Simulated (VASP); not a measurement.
A run of VASP 6.6.1 is set up as follows.

File POSCAR:

```
GaHCl2
1.0
   12.0000000000      0.0000000000      0.0000000000
    0.0000000000     13.0000000000      0.0000000000
    0.0000000000      0.0000000000     11.0000000000
Cl Ga H
2 1 1
Direct
    0.3772458300      0.4980230800      0.4408545500
    0.6249208300      0.3841230800      0.5653272700
    0.5476958300      0.5167230800      0.4894000000
    0.6107791700      0.6191076900      0.4708636400
```

The input INCAR.step1:

```
SYSTEM = GaHCl2
ALGO = Normal ; EDIFF = 1E-5
ENCUT = 520 ; GGA = PE
ISIF = 2 ; ISMEAR = 0
LASPH = .True. ; LCHARG = .False.
LREAL = .False. ; LWAVE = .True.
NELM = 80 ; PREC = Accurate
SIGMA = 0.01
```

File INCAR.step2:

```
SYSTEM = GaHCl2
AEXX = 0.25 ; ALGO = Normal
EDIFF = 1E-6 ; ENCUT = 520
ISIF = 2 ; ISMEAR = 0
ISTART = 1 ; LASPH = .True.
LCHARG = .False. ; LHFCALC = .True.
LMIXTAU = .True. ; LREAL = .False.
LWAVE = .False. ; METAGGA = R2SCAN
NELM = 80 ; PREC = Accurate
PRECFOCK = Fast ; SIGMA = 0.01
```

KPOINTS

```
k-points
0
Gamma
  1 1 1
  0 0 0
```

Potentials or basis: VASP PAW PBE potentials, release 64 (Cl, Ga_d, H).

Run with:

```bash
$ cat potpaw_PBE.64/Cl/POTCAR potpaw_PBE.64/Ga_d/POTCAR potpaw_PBE.64/H/POTCAR > POTCAR
$ cp INCAR.step1 INCAR
$ mpirun -np 1 vasp_gam > vasp.out
$ cp INCAR.step2 INCAR
$ mpirun -np 1 vasp_gam > vasp.out
```

**Question.** What does it give for the gap between the frontier levels?

**Answer.** 7.80 eV.

**Question.** What does it give for the largest force?

**Answer.** 0.380 eV/Å.

Forces on the atoms (eV/Å):
```
Cl   0.317  0.026  0.083
Cl  -0.156  0.262 -0.131
Ga   0.027  0.038 -0.006
H   -0.189 -0.326  0.055
```

Caveat: the PAW data sets were made with another functional, which shifts forces and pressure a little.
